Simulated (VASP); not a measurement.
All values below come from r2SCAN meta-GGA, VASP's PBE PAW potentials (set 64) (plane waves; VASP).

A VASP calculation is set up with these files.

### INCAR
```
! general
SYSTEM =Mg
PREC   =Accurate
ENCUT  =480
LREAL  =.FALSE.
LASPH  =.TRUE.

! electronic loop
EDIFF  =1E-7
NELM   =100
ALGO   =Normal
LMIXTAU=.TRUE.

! smearing
ISMEAR =1
SIGMA  =0.1

! functional
METAGGA=R2SCAN

! ions
IBRION =2
NSW    =40
ISIF   =3
EDIFFG =-0.01
PSTRESS=100

! output
LWAVE  =.FALSE.
LCHARG =.FALSE.
```

### POSCAR
```
Mg
1
    1.5926911797    -2.7586224874     0.0000000000
    1.5926911797     2.7586224874     0.0000000000
    0.0000000000     0.0000000000     5.0994594159
Mg
2
Direct
  0.3333330000   0.6666670000   0.2500000000
  0.6666670000   0.3333330000   0.7500000000
```

KPOINTS:
```
Automatic mesh
0
Gamma
12 12 8
0 0 0
```

POTCAR, in this order: Mg (PBE.64 set). Program: vasp_std.

Energy and stress use the plane-wave basis of the starting cell.

Problem. Estimate the energy per atom (σ→0), volume per atom, band gap (on the k-mesh).

Solution. 
```json
{
  "energy per atom (σ→0)": "-4.050 eV/atom",
  "band gap (on the k-mesh)": "none (metal, semimetal or under 0.01 eV)",
  "volume_per_atom": "18.76 Å^3/atom"
}
```

**OSZICAR**
```
...
DAV:   2    -0.810038342453E+01   -0.11869E-03   -0.36603E-04  1470   0.171E-01    0.349E-02
DAV:   3    -0.810033505282E+01    0.48372E-04   -0.46139E-05  1224   0.554E-02    0.118E-02
DAV:   4    -0.810032163754E+01    0.13415E-04   -0.79067E-06  1194   0.207E-02    0.150E-03
DAV:   5    -0.810034275082E+01   -0.21113E-04   -0.26371E-06  1152   0.153E-02    0.749E-04
DAV:   6    -0.810032825418E+01    0.14497E-04   -0.12287E-06  1152   0.945E-03    0.145E-04
DAV:   7    -0.810032793624E+01    0.31794E-06   -0.62731E-08   696   0.181E-03    0.601E-05
DAV:   8    -0.810032790076E+01    0.35477E-07   -0.26685E-09   594   0.457E-04
   3 F= -.57584494E+01 E0= -.57585164E+01  d E =-.258484E+00
```

The compound is Mg in the hcp structure. This run relaxes it under an external pressure of 10 GPa. Symmetry was kept, so distortions that lower it aren't found.
